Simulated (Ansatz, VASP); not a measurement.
# CuPd: VASP beside Ansatz

```
Cu Pd
1.0
     3.04660    0.00000    0.00000
     0.00000    3.04660    0.00000
     0.00000    0.00000    3.04660
Cu Pd
1 1
Direct
  0.00000 0.00000 0.00000
  0.50000 0.50000 0.50000
```

Change from the starting cell: volume scaled by 1.06, crystal datasets.

Alike in both runs: task electric field gradients; functional PBEsol; k mesh 14 × 14 × 14; occupations fermi-dirac, width 0.05 eV; no spin polarisation.

|  | VASP | Ansatz |
| --- | --- | --- |
| version | VASP 6.6.1 | Ansatz 0.2.0 |
| potentials or method | VASP PAW PBE potentials, release 64 (Cu, Pd), cutoff 520 eV | all-electron PAW with datasets made for the crystal, scalar-relativistic |

```tsv
	VASP	Ansatz	Ansatz less VASP
pressure (GPa)	-12.3	-12.6	-0.22
Vzz of the field gradient on the site that differs most (V/Å²)	0.0	0.0	0.00
```

Ansatz ran all-electron here, so the differences hold the error of VASP's frozen core and of both bases. Ansatz warned: «gradients_without_spin_orbit».

Caveats: the PAW data sets were made with another functional, which shifts forces and pressure a little (VASP).
